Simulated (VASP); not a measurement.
These are PBEsol GGA, VASP's PBE PAW potentials (set 64) (plane waves; VASP) values and carry that method's errors.

VASP input:

**POSCAR**
```
TiPd3
1
    3.8200000000     0.0000000000     0.0000000000
    0.0000000000     3.8200000000     0.0000000000
    0.0000000000     0.0000000000     3.8200000000
Ti Pd
1 3
Direct
  0.0000000000   0.0000000000   0.0000000000
  0.0000000000   0.5000000000   0.5000000000
  0.5000000000   0.0000000000   0.5000000000
  0.5000000000   0.5000000000   0.0000000000
```

KPOINTS:
```
Automatic mesh
0
Gamma
6 6 6
0 0 0
```

**INCAR**
```
SYSTEM = TiPd3
PREC = Accurate
ENCUT = 300
EDIFF = 1E-6
NELM = 100
ALGO = Normal
LREAL = .FALSE.
LASPH = .TRUE.
ISMEAR = -1
SIGMA = 0.1
GGA = PS
LMAXMIX = 4
LWAVE = .FALSE.
LCHARG = .FALSE.
ISIF = 2
```

POTCAR, in this order: Ti_sv Pd (PBE.64 set). Program: vasp_std.

At this cut-off the stress carries a Pulay error, which pulls relaxed volumes low.

**Question.** What does the run give for the energy per atom (σ→0), pressure, band gap (on the k-mesh)?

**Answer.** 
The energy per atom (σ→0) is -696.8 kJ/mol of atoms and the band gap (on the k-mesh) is none (metal, semimetal or under 0.01 eV). The pressure is 8.16 GPa.

**OSZICAR**
```
...
DAV:   9    -0.289488982044E+02   -0.56074E-02   -0.68005E-01  1462   0.464E+00    0.165E+00
DAV:  10    -0.289117984743E+02    0.37100E-01   -0.21378E-01  1428   0.343E+00    0.199E-01
DAV:  11    -0.289121746086E+02   -0.37613E-03   -0.33754E-03  1283   0.499E-01    0.220E-01
DAV:  12    -0.289115860244E+02    0.58858E-03   -0.25173E-03  1408   0.317E-01    0.323E-02
DAV:  13    -0.289115785142E+02    0.75102E-05   -0.90896E-05  1263   0.669E-02    0.129E-02
DAV:  14    -0.289115762971E+02    0.22171E-05   -0.21103E-05  1431   0.296E-02    0.272E-03
DAV:  15    -0.289115763924E+02   -0.95296E-07   -0.51948E-07   653   0.583E-03
   1 F= -.28911576E+02 E0= -.28885932E+02  d E =-.512890E-01
```

The structure comes from a measured TiPd3 entry of the Crystallography Open Database, whose conditions weren't checked. The cell was not relaxed at this level.
